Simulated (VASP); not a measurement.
Crystal: SiNi3.

```
Si Ni
1.0
     3.54200    0.00000    0.00000
     0.00000    3.54200    0.00000
     0.00000    0.00000    3.54200
Si Ni
1 3
Direct
  0.00000 0.00000 0.00000
  0.00000 0.50000 0.50000
  0.50000 0.00000 0.50000
  0.50000 0.50000 0.00000
```

- Program: VASP 6.6.1
- Task: relaxation of cell and atoms
- Functional: PBE
- Potentials or basis: VASP PAW PBE potentials, release 64 (Si, Ni)
- Cutoff: 600 eV
- k mesh: 12 × 12 × 12
- Occupations: gaussian, width 0.1 eV
- Spin: no spin polarisation

At the start: pressure -6.0 GPa; volume 11.11 Å³/atom.

Problem. How do energy, volume and symmetry change on relaxing?

Solution. Over 4 steps the energy falls by 6.5 meV/atom and the volume is 10.77 Å³/atom (-3.0 %); space group Pm-3m (No. 221, to 0.05 Å).

Step by step:
```csv
step,energy change (eV),largest force (eV/Å),pressure (GPa),volume (Å³)
1,0.0000,0.0000,-6.05,44.44
2,0.0013,0.0000,6.82,41.79
3,-0.0261,0.0000,-0.11,43.11
4,-0.0261,0.0000,0.03,43.08
```

Final structure:
```cif
data_structure
_symmetry_space_group_name_H-M 'P 1'
_symmetry_Int_Tables_number 1
_cell_length_a 3.5056
_cell_length_b 3.5056
_cell_length_c 3.5056
_cell_angle_alpha 90.000
_cell_angle_beta 90.000
_cell_angle_gamma 90.000
_cell_volume 43.08
loop_
_atom_site_label
_atom_site_type_symbol
_atom_site_fract_x
_atom_site_fract_y
_atom_site_fract_z
_atom_site_occupancy
Si1 Si 0.00000 0.00000 0.00000 1
Ni1 Ni 0.00000 0.50000 0.50000 1
Ni2 Ni 0.50000 0.00000 0.50000 1
Ni3 Ni 0.50000 0.50000 0.00000 1
```
